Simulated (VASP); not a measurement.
Elastic constants (GPa) of a crystal from SCAN meta-GGA, VASP's PBE PAW potentials (set 64) (VASP 6.6.1):

```csv
,xx,yy,zz,yz,xz,xy
xx,294.3,71.5,71.5,0.0,0.0,0.0
yy,71.5,294.3,71.5,0.0,0.0,0.0
zz,71.5,71.5,294.3,0.0,0.0,0.0
yz,0.0,0.0,0.0,159.2,0.0,0.0
xz,0.0,0.0,0.0,0.0,159.2,0.0
xy,0.0,0.0,0.0,0.0,0.0,159.2
```

Problem. Work out the Voigt, Reuss and Hill moduli, Young's modulus and Poisson's ratio.

Solution. All eigenvalues are positive (smallest 159.2 GPa), so the crystal is stable. K_V = (C11+C22+C33+2(C12+C13+C23))/9 = (882.9 + 2×214.5)/9 = 145.8 GPa; G_V = (882.9 − 214.5 + 3×477.6)/15 = 140.1 GPa. From the compliances, K_R = 145.8 GPa and G_R = 135.9 GPa. Hill: K = 145.8 GPa, G = 138.0 GPa, E = 9KG/(3K+G) = 314.7 GPa, ν = (3K−2G)/(2(3K+G)) = 0.140. K/G = 1.06, below Pugh's 1.75; universal anisotropy A^U = 0.15.

Problem. With a density of 5.22 g/cm³, what are the mean sound speeds?

Solution. v_l = √((K+4G/3)/ρ) = 7.95 km/s and v_t = √(G/ρ) = 5.14 km/s. The crystal is BAs (space group F-43m), cubic.

The structure comes from a measured BAs entry (F-43m) of the Crystallography Open Database, whose conditions weren't checked. It was relaxed first.
